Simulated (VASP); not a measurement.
Given:

```
CELL_PARAMETERS angstrom
      3.78130     0.00000     0.00000
      0.00000     3.78130     0.00000
      0.00000     0.00000     3.78130
ATOMIC_POSITIONS crystal
  Sr 0.00000 0.00000 0.00000
  V  0.50000 0.50000 0.50000
  O  0.50000 0.00000 0.50000
  O  0.00000 0.50000 0.50000
  O  0.50000 0.50000 0.00000
```

These are LDA (Ceperley-Alder, Perdew-Zunger), VASP's LDA PAW potentials (set 64) (plane waves; VASP) values and carry that method's errors. Numerical set-up: 520 eV cut-off, Gaussian smearing of 0.050 eV, potentials Sr_sv V_sv O.

Question: Give the energies of bands 12 to 23 at the high-symmetry points, in eV from the Fermi level.

Answer: 
```json
[
 {"band": "12", "Γ": "-5.39", "X": "-7.06", "M": "-7.38", "R": "-7.52"},
 {"band": "13", "Γ": "-5.39", "X": "-5.51", "M": "-7.33", "R": "-6.88"},
 {"band": "14", "Γ": "-5.39", "X": "-5.51", "M": "-6.89", "R": "-6.88"},
 {"band": "15", "Γ": "-3.48", "X": "-4.86", "M": "-5.49", "R": "-6.20"},
 {"band": "16", "Γ": "-3.48", "X": "-4.86", "M": "-5.49", "R": "-6.20"},
 {"band": "17", "Γ": "-3.48", "X": "-4.85", "M": "-4.27", "R": "-6.20"},
 {"band": "18", "Γ": "-2.53", "X": "-4.46", "M": "-3.81", "R": "-2.15"},
 {"band": "19", "Γ": "-2.53", "X": "-3.02", "M": "-3.81", "R": "-2.15"},
 {"band": "20", "Γ": "-2.53", "X": "-3.02", "M": "-2.26", "R": "-2.15"},
 {"band": "21", "Γ": "-1.10", "X": "-0.96", "M": "1.01", "R": "1.66"},
 {"band": "22", "Γ": "-1.10", "X": "1.03", "M": "1.01", "R": "1.66"},
 {"band": "23", "Γ": "-1.10", "X": "1.03", "M": "1.38", "R": "1.66"}
]
```

It has no gap at this level: it comes out as a metal or semimetal.

The compound is SrVO3 in the cubic perovskite structure. It was relaxed first. The run is not spin-polarised, so no magnetic state was tried. The electron count is odd and the run is not spin-polarised, which forces a metal.
